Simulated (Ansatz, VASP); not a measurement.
**Cross-check of SnSe2 (1T-SnSe2 3 layers, AA) between VASP and Ansatz**

One calculation is typed for both programs; each brings its own data sets. How far apart do they land? The cell is taken from a series of runs on this material, whose earlier steps may have relaxed, scaled, displaced or heated it; both programs get it as it stands.

Calculated with Ansatz 0.2.0; plane waves, with VASP 6.6.1 beside it; single point at PBE with D3(BJ).

## (1) The structure

The cell holds 9 atoms: 6 Se and 3 Sn. Its edges and angles: a = 3.835 Å, b = 3.835 Å, c = 33.197 Å, α = 90.0°, β = 90.0°, γ = 120.0°. Vacuum lies along c.

Coordinates:

```xyz
9
Lattice="3.8354 0.0000 0.0000 -1.9177 3.3216 0.0000 0.0000 0.0000 33.1965" Properties=species:S:1:pos:R:3
Se    1.9177    1.1072    9.0000
Se    0.0000    2.2144   12.1932
Se    1.9177    1.1072   15.0030
Se    0.0000    2.2144   18.1935
Se    1.9177    1.1072   21.0033
Se    0.0000    2.2144   24.1965
Sn    0.0000    0.0000   10.5960
Sn    0.0000    0.0000   16.5983
Sn    0.0000    0.0000   22.6005
```

## (2) VASP: single point, PBE with D3(BJ)

A single point gives forces, pressure and levels at one fixed geometry, so differences don't come from the geometry; what else differs is listed under the comparison.

Lines of VASP's logs that name or quote its potential files are left out, and so is its time.

INCAR

```
SYSTEM = SnSe2
PREC = Accurate
ENCUT = 400
EDIFF = 1E-06
NELM = 120
ISMEAR = -1
SIGMA = 0.02585
LREAL = .FALSE.
ALGO = Normal
GGA = PE
IVDW = 12
NBANDS = 48
LORBIT = 11
LWAVE = .FALSE.
LCHARG = .FALSE.
ISIF = 2
LDIPOL = .TRUE.
IDIPOL = 3
DIPOL = 0.5 0.5 0.5
LVHAR = .TRUE.
LASPH = .TRUE.
GGA_COMPAT = .FALSE.
EFERMI = MIDGAP
NELMDL = -8
KPAR = 2
```

POSCAR

```
SnSe2
1.0
    3.8354128597      0.0000000000      0.0000000000
   -1.9177064299      3.3215649705      0.0000000000
    0.0000000000      0.0000000000     33.1965412890
Se Sn
6 3
Direct
    0.6666666667      0.3333333333      0.2711125813
    0.3333333333      0.6666666667      0.3673036682
    0.6666666667      0.3333333333      0.4519452054
    0.3333333333      0.6666666667      0.5480547946
    0.6666666667      0.3333333333      0.6326963318
    0.3333333333      0.6666666667      0.7288874187
    0.0000000000      0.0000000000      0.3191908635
    0.0000000000      0.0000000000      0.5000000000
    0.0000000000      0.0000000000      0.6808091365
```

KPOINTS

```
Automatic mesh
0
Gamma
12 12 1
0 0 0
```

The projector-augmented-wave data sets are Se and Sn_d (PBE family, release 64).

On the command line:

```
mpirun -np 2 vasp_std
```

Numbers of over 12 decimals in the logs are rounded to 6 here.

Output:

```text
[banner, memory and clock lines left out]
running    2 mpi-ranks, on    1 nodes
 distrk:  each k-point on    1 cores,    2 groups
 distr:  one band on    1 cores,    1 groups

 POSCAR found type information on POSCAR SeSn
 POSCAR found :  2 types and       9 ions
 LDA part: xc-table for (Slater+PW92), standard interpolation
 POSCAR, INCAR and KPOINTS ok, starting setup
 FFT: planning ... GRIDC
 FFT: planning ... GRID_SOFT
 FFT: planning ... GRID
 WAVECAR not read
 entering main loop
       N       E                     dE             d eps       ncg     rms          rms(c)
DAV:   1     0.665686805730E+03    0.66569E+03   -0.30593E+04  2056   0.132E+03
DAV:   2     0.569403932404E+02   -0.60875E+03   -0.59051E+03  2048   0.329E+02
DAV:   3    -0.315002634267E+02   -0.88441E+02   -0.86363E+02  2176   0.150E+02
DAV:   4    -0.360836044178E+02   -0.45833E+01   -0.45339E+01  2200   0.366E+01
DAV:   5    -0.362361243155E+02   -0.15252E+00   -0.15237E+00  2456   0.653E+00
DAV:   6    -0.362414632679E+02   -0.53390E-02   -0.53378E-02  2568   0.111E+00
DAV:   7    -0.362416644077E+02   -0.20114E-03   -0.20112E-03  2728   0.192E-01
DAV:   8    -0.362416678694E+02   -0.34617E-05   -0.34616E-05  2656   0.266E-02    0.845E+00
DAV:   9    -0.355138430791E+02    0.72782E+00   -0.14661E+00  2488   0.909E+00    0.545E+00
DAV:  10    -0.354819320695E+02    0.31911E-01   -0.72331E-01  2360   0.374E+00    0.841E-01
DAV:  11    -0.354686198583E+02    0.13312E-01   -0.73405E-02  2416   0.204E+00    0.490E-01
DAV:  12    -0.354698408376E+02   -0.12210E-02   -0.90596E-03  2280   0.382E-01    0.126E-01
DAV:  13    -0.354699240169E+02   -0.83179E-04   -0.67047E-04  2552   0.207E-01    0.581E-02
DAV:  14    -0.354700144835E+02   -0.90467E-04   -0.20346E-04  2136   0.634E-02    0.181E-02
DAV:  15    -0.354700402536E+02   -0.25770E-04   -0.30779E-05  2096   0.246E-02    0.151E-02
DAV:  16    -0.354700857256E+02   -0.45472E-04   -0.17423E-05  2000   0.156E-02    0.760E-03
DAV:  17    -0.354701219825E+02   -0.36257E-04   -0.31299E-06  1704   0.644E-03    0.410E-03
DAV:  18    -0.354701944139E+02   -0.72431E-04   -0.44645E-06  1704   0.574E-03    0.292E-03
DAV:  19    -0.354702389179E+02   -0.44504E-04   -0.32176E-06  1640   0.447E-03    0.312E-03
DAV:  20    -0.354702529530E+02   -0.14035E-04   -0.80549E-07  1520   0.268E-03    0.158E-03
DAV:  21    -0.354702623265E+02   -0.93734E-05   -0.53046E-07  1456   0.198E-03    0.868E-04
DAV:  22    -0.354702633244E+02   -0.99796E-06   -0.52965E-08  1368   0.112E-03
   1 F= -.38400806E+02 E0= -.38400806E+02  d E =-.278596E-06
```

Parts of OUTCAR (step 2):

```text
ion  position               nearest neighbor table
   1  0.667  0.333  0.271-   7 2.73   7 2.73   7 2.73
   2  0.333  0.667  0.367-   7 2.73   7 2.73   7 2.73
   3  0.667  0.333  0.452-   8 2.73   8 2.73   8 2.73
   4  0.333  0.667  0.548-   8 2.73   8 2.73   8 2.73
   5  0.667  0.333  0.633-   9 2.73   9 2.73   9 2.73
   6  0.333  0.667  0.729-   9 2.73   9 2.73   9 2.73
   7  0.000  0.000  0.319-   1 2.73   1 2.73   1 2.73   2 2.73   2 2.73   2 2.73
   8  0.000  0.000  0.500-   3 2.73   4 2.73   3 2.73   4 2.73   3 2.73   4 2.73
   9  0.000  0.000  0.681-   6 2.73   6 2.73   6 2.73   5 2.73   5 2.73   5 2.73

  LATTYP: Found a hexagonal cell.
 ALAT       =     3.8354128597
 C/A-ratio  =     8.6552719364

 Subroutine GETGRP returns: Found 12 space group operations
 (whereof 12 operations were pure point group operations)

The static configuration has the point symmetry D_3d.

 Found     19 irreducible k-points:

   k-points           NKPTS =     19   k-points in BZ     NKDIM =     19   number of bands    NBANDS=     48

   dimension x,y,z NGX =    28 NGY =   28 NGZ =  224
   dimension x,y,z NGXF=    56 NGYF=   56 NGZF=  448

   ENCUT  =  400.0 eV  29.40 Ry    5.42 a.u.   6.25  6.25 54.14*2*pi/ulx,y,z

   NELECT =      78.0000    total number of electrons

 k-points in reciprocal lattice and weights: Automatic mesh
   0.00000000  0.00000000  0.00000000       0.007
   0.08333333  0.00000000  0.00000000       0.042
   0.16666667  0.00000000  0.00000000       0.042
   0.25000000  0.00000000  0.00000000       0.042
   0.33333333  0.00000000  0.00000000       0.042
   0.41666667 -0.00000000  0.00000000       0.042
   0.50000000  0.00000000  0.00000000       0.021
   0.08333333  0.08333333  0.00000000       0.042
   0.16666667  0.08333333  0.00000000       0.083
[...]
0.33333333  0.25000000  0.00000000       0.083
   0.33333333  0.33333333  0.00000000       0.014

 dipolmoment           0.000000      0.000000      0.000000 electrons x Angstroem

 average (electrostatic) potential at core
       1 -57.8786       2 -57.9283       3 -57.9467       4 -57.9467       5 -57.9283
       6 -57.8786       7-107.2150       8-107.2205       9-107.2150

 E-fermi :  -0.0400

 k-point     1 :       0.0000    0.0000    0.0000
  band No.  band energies     occupation
    ...
     35      -0.6870      2.00000
     36      -0.5708      2.00000
     37      -0.5708      2.00000
     38      -0.5108      2.00000
     39      -0.5108      2.00000
     40       0.7292      0.00000
     41       1.3601      0.00000
     42       1.9343      0.00000
     43       2.5941      0.00000
     44       2.6848      0.00000
    ...

 k-point     2 :       0.0833    0.0000    0.0000
  band No.  band energies     occupation
    ...
     35      -0.8797      2.00000
     36      -0.6432      2.00000
     37      -0.5442      2.00000
     38      -0.5093      2.00000
     39      -0.4347      2.00000
     40       1.2784      0.00000
     41       1.6428      0.00000
     42       1.9621      0.00000
     43       3.0051      0.00000
     44       3.0787      0.00000
    ...

 k-point     3 :       0.1667    0.0000    0.0000
  band No.  band energies     occupation
    ...
     35      -1.0783      2.00000
     36      -0.6825      2.00000
     37      -0.5112      2.00000
     38      -0.4918      2.00000
     39      -0.4004      2.00000
     40       1.5137      0.00000
     41       1.7336      0.00000
     42       1.9384      0.00000
     43       3.2750      0.00000
     44       3.5029      0.00000
    ...

 Edisp (eV)   -2.93054

  Total       0.03080     0.03080     0.03921    -0.00000     0.00000     0.00000
  in kB       0.11670     0.11670     0.14854    -0.00000     0.00000     0.00000
  external pressure =        0.13 kB  Pullay stress =        0.00 kB

  energy-cutoff  :      400.00
  volume of cell :      422.91
      direct lattice vectors                 reciprocal lattice vectors
     3.835412860  0.000000000  0.000000000     0.260728124  0.150531453  0.000000000
    -1.917706430  3.321564970  0.000000000     0.000000000  0.301062905  0.000000000
     0.000000000  0.000000000 33.196541289     0.000000000  0.000000000  0.030123620

 POSITION                                       TOTAL-FORCE (eV/Angst)
 -----------------------------------------------------------------------------------
      1.91771      1.10719      9.00000         0.000000     -0.000000     -0.012603
     -0.00000      2.21438     12.19321        -0.000000      0.000000      0.011646
      1.91771      1.10719     15.00302        -0.000000      0.000000     -0.013558
     -0.00000      2.21438     18.19352        -0.000000      0.000000      0.013558
      1.91771      1.10719     21.00333         0.000000      0.000000     -0.011646
     -0.00000      2.21438     24.19654        -0.000000      0.000000      0.012603
      0.00000      0.00000     10.59603        -0.000000      0.000000     -0.000017
      0.00000      0.00000     16.59827        -0.000000      0.000000      0.000000
      0.00000      0.00000     22.60051        -0.000000     -0.000000      0.000017
 -----------------------------------------------------------------------------------
    total drift:                               -0.000000      0.000000      0.000000

  FREE ENERGIE OF THE ION-ELECTRON SYSTEM (eV)
  ---------------------------------------------------
  free  energy   TOTEN  =       -38.4008058361 eV

  energy  without entropy=      -38.4008055575  energy(sigma->0) =      -38.40080570

 vacuum level on the upper side and lower side of the slab         5.527         5.527

 total charge
# of ion       s       p       d       tot
------------------------------------------
    1        1.483   2.304   0.025   3.812
    2        1.488   2.299   0.028   3.814
    3        1.488   2.298   0.028   3.814
    4        1.488   2.298   0.028   3.814
    5        1.488   2.299   0.028   3.814
    6        1.483   2.304   0.025   3.812
    7        1.063   1.003  10.091  12.157
    8        1.067   1.006  10.091  12.163
    9        1.063   1.003  10.091  12.157
--------------------------------------------------
tot         12.110  16.815  30.433  59.358

[... 3 further parts left out ...]
```

(Part 1 of 2 ends here.)

[Lines on the potential files, build, host, timing and source positions are cut from VASP's logs without a mark.]

[Logs are printed without paths, hosts, clocks, repeated set-up lines and the standing remarks that a program may print on its own settings, such as how far it seeks lower states.]

[Hosts, paths, dates, database ids (printed as entryN), source tags and the programs' standing remarks are cut or masked in the printed files.]
